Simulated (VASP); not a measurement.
Input:

```
CELL_PARAMETERS angstrom
      0.00000     2.80700     2.80700
      2.80700     0.00000     2.80700
      2.80700     2.80700     0.00000
ATOMIC_POSITIONS crystal
  Ba 0.00000 0.00000 0.00000
  O  0.50000 0.50000 0.50000
```

These are PBE GGA, VASP's PBE PAW potentials (set 64) (plane waves; VASP 6.6.1) values and carry that method's errors. Numerical set-up: 520 eV cut-off, Gaussian smearing of 0.050 eV, potentials Ba_sv O.

Unless said otherwise, spin-orbit coupling is left out, though it shifts the bands of the heavy elements here.

Problem. Give the energies of bands 6 to 11 at the high-symmetry points, in eV from the valence-band maximum.

Solution. 
```tsv
band	Γ	X	U	L	W
6	-0.24	-0.10	-0.83	-1.84	-1.17
7	-0.24	-0.10	-0.63	-1.30	-0.17
8	-0.24	0.00	-0.13	-1.30	-0.17
9	3.38	2.10	3.48	4.88	4.61
10	4.70	5.82	6.46	7.04	4.61
11	4.70	8.71	6.80	7.04	6.67
```

The gap is direct, 2.10 eV, from the valence maximum at X to the conduction minimum at X.

Measured: gap 4.40 eV (computed value off by -2.30 eV), as given by Abedi et al., (2022), arXiv:2211.14644.

The compound is BaO in the rock salt structure. It was relaxed first.
